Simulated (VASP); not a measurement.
OSZICAR of a VASP run on LaPt2 (space group Fd-3m):

**OSZICAR**
```
       N       E                     dE             d eps       ncg     rms          rms(c)
DAV:   1     0.488007782949E+03    0.48801E+03   -0.17433E+04  1488   0.165E+03
DAV:   2     0.727139319060E+02   -0.41529E+03   -0.39263E+03  1749   0.342E+02
DAV:   3    -0.232873645633E+02   -0.96001E+02   -0.92169E+02  2232   0.159E+02
DAV:   4    -0.457690292657E+02   -0.22482E+02   -0.21144E+02  2856   0.673E+01
DAV:   5    -0.499671050115E+02   -0.41981E+01   -0.39611E+01  2616   0.258E+01    0.224E+01
DAV:   6    -0.492540112779E+02    0.71309E+00   -0.17119E+02  2640   0.829E+01    0.154E+01
DAV:   7    -0.457975086629E+02    0.34565E+01   -0.24495E+01  2512   0.386E+01    0.698E+00
DAV:   8    -0.451052146165E+02    0.69229E+00   -0.82698E+00  2646   0.154E+01    0.346E+00
DAV:   9    -0.450012146521E+02    0.10400E+00   -0.13636E+00  2712   0.757E+00    0.874E-01
DAV:  10    -0.450090398485E+02   -0.78252E-02   -0.10201E-01  2616   0.212E+00    0.495E-01
DAV:  11    -0.450039018582E+02    0.51380E-02   -0.21192E-02  2672   0.121E+00    0.254E-01
DAV:  12    -0.450031302606E+02    0.77160E-03   -0.93030E-03  2608   0.651E-01    0.681E-02
DAV:  13    -0.450031862451E+02   -0.55984E-04   -0.10026E-03  2632   0.246E-01    0.333E-02
DAV:  14    -0.450031734607E+02    0.12784E-04   -0.15992E-04  2784   0.974E-02    0.113E-02
DAV:  15    -0.450031732120E+02    0.24866E-06   -0.19323E-05  2680   0.296E-02    0.447E-03
DAV:  16    -0.450031732450E+02   -0.32949E-07   -0.80993E-07  1096   0.909E-03
   1 F= -.45003173E+02 E0= -.44981293E+02  d E =-.437608E-01
```

**Question.** Which electronic solver shows in the log?

**Answer.** It is blocked Davidson (ALGO = Normal, or the opening steps of other solvers). The INCAR had ALGO = Normal.

**Question.** Can the final energy be trusted as converged?

**Answer.** The calculation finished and met its thresholds. It stopped with EDIFF = 1E-6, NELM = 100 (PBEsol GGA, plane waves, VASP's PBE PAW potentials (set 64)).

The structure comes from a computed database's LaPt2 entry; how it stands against other phases isn't given here. The cell was not relaxed at this level.
